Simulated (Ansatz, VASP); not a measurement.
**Ge3Br2 in VASP and in Ansatz**

File INCAR:

```
SYSTEM = Ge3Br2
PREC     = Accurate       ! precision mode
ENCUT    = 520            ! plane-wave cutoff, eV
EDIFF    = 1E-6           ! SCF threshold, eV
ISMEAR   = 0              ! smearing method
SIGMA    = 0.1            ! smearing width, eV
LREAL    = .FALSE.        ! projectors in reciprocal space
LASPH    = .TRUE.         ! aspherical terms in the spheres
NELM     = 80             ! most SCF steps
ALGO     = Normal         ! electronic algorithm
ISIF     = 2              ! what is computed and relaxed
LWAVE    = .FALSE.        ! write WAVECAR
LCHARG   = .TRUE.         ! write CHGCAR
GGA      = PE             ! functional
LELF     = .TRUE.         ! ELF
LVHAR    = .TRUE.       
NBANDS   = 36             ! bands
```

File KPOINTS:

```
Automatic mesh
0
G
  6 6 4
  0 0 0
```

The input POSCAR:

```
Ge3Br2
1.0
    4.3385057954      0.0000000000      0.0000000000
   -2.1692528977      3.7572562332      0.0000000000
    0.0000000000      0.0000000000      6.7500102857
Ge Br
3 2
Direct
    0.0000000000      0.0000000000      0.0000000000
    0.3333333333      0.6666666667      0.6450000000
    0.6666666667      0.3333333333      0.3550000000
    0.3333333333      0.6666666667      0.2450000000
    0.6666666667      0.3333333333      0.7550000000
```

Input for Ansatz:

```yaml
crystal:
  lattice:
    - [4.3385057954, 0.0, 0.0]
    - [-2.1692528977, 3.7572562332, 0.0]
    - [0.0, 0.0, 6.7500102857]
  atoms:
    - { symbol: Ge, position: [0.0, 0.0, 0.0] }
    - { symbol: Ge, position: [0.3333333333, 0.6666666667, 0.645] }
    - { symbol: Ge, position: [0.6666666667, 0.3333333333, 0.355] }
    - { symbol: Br, position: [0.3333333333, 0.6666666667, 0.245] }
    - { symbol: Br, position: [0.6666666667, 0.3333333333, 0.755] }
basis:
  ecutwfc: 420
kpoints:
  mp_grid: { grid: [6, 6, 4] }
hamiltonian:
  xc: pbe
scf:
  occupations: { method: gaussian, width: 0.1 }
  lower_state_search: "off"
output:
  forces: true
  stress: true
  eigenvalues: true
```

Alike in both runs: task single point; functional PBE; k mesh 6 × 6 × 4; occupations gaussian, width 0.1 eV; no spin polarisation.

|  | VASP | Ansatz |
| --- | --- | --- |
| version | VASP 6.6.1 | Ansatz 0.2.0 |
| potentials or method | VASP PAW PBE potentials, release 64 (Ge_d, Br) | scalar-relativistic, plane waves, PAW |
| plane-wave cutoff (eV) | 520 | 420 |
| valence electrons in the cell | 56 | 56 |

```csv
,VASP,Ansatz,Ansatz less VASP
gap on the k mesh at the Fermi level (eV),none,none,-
pressure (GPa),14.6,14.6,-0.04
largest component of the traceless stress (GPa),2.65,2.65,-0.005
rms of the force components (eV/Å),0.875,0.873,-0.0020
```

Atom by atom the forces differ by 0.002 eV/Å (rms over components). A gap of «none» marks a metal or a gap that the smearing closes.

Caveats: forces of over 1 eV/Å show positions far from the minimum, so gaps and moduli don't describe the material at rest.
